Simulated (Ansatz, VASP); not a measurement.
## CoW2: VASP beside Ansatz

```
Co W
1.0
     2.73439    0.00000    0.00000
    -1.36720    2.36805    0.00000
     0.00000    0.00000   13.93601
Co W
2 4
Direct
  0.33333 0.66667 0.75000
  0.66667 0.33333 0.25000
  0.33333 0.66667 0.08333
  0.33333 0.66667 0.41667
  0.66667 0.33333 0.58333
  0.66667 0.33333 0.91667
```

Alike in both runs: task single point; functional PBE; k mesh 6 × 6 × 2; occupations gaussian, width 0.1 eV; collinear spin.

|  | VASP | Ansatz |
| --- | --- | --- |
| version | VASP 6.6.1 | Ansatz 0.2.0 |
| potentials or method | VASP PAW PBE potentials, release 64 (Co, W_sv) | scalar-relativistic, plane waves, PAW |
| plane-wave cutoff (eV) | 520 | 420 |
| valence electrons in the cell | 74 | 90 |

|  | VASP | Ansatz | Ansatz less VASP |
| --- | --- | --- | --- |
| gap on the k mesh at the Fermi level (eV) | none | none | - |
| pressure (GPa) | -0.7 | -1.3 | -0.59 |
| largest component of the traceless stress (GPa) | 4.51 | 4.30 | -0.206 |
| rms of the force components (eV/Å) | 1.302 | 1.297 | -0.0053 |
| net moment per atom (μB) | 0.30 | 0.31 | +0.005 |
| size of the moment on the site where the two differ most (μB) | 0.96 | 0.99 | +0.029 |

Site moments also hang on the region over which each program counts them. Atom by atom the forces differ by 0.005 eV/Å (rms over components). A gap of «none» marks a metal or a gap that the smearing closes. The two sets of potentials don't hold the same shells in valence.

Caveats: the k mesh is coarse (spacing up to 0.44 Å⁻¹), so the values aren't converged; forces of over 1 eV/Å show positions far from the minimum, so gaps and moduli don't describe the material at rest. Spin-orbit coupling is left out, which matters for the levels of W.
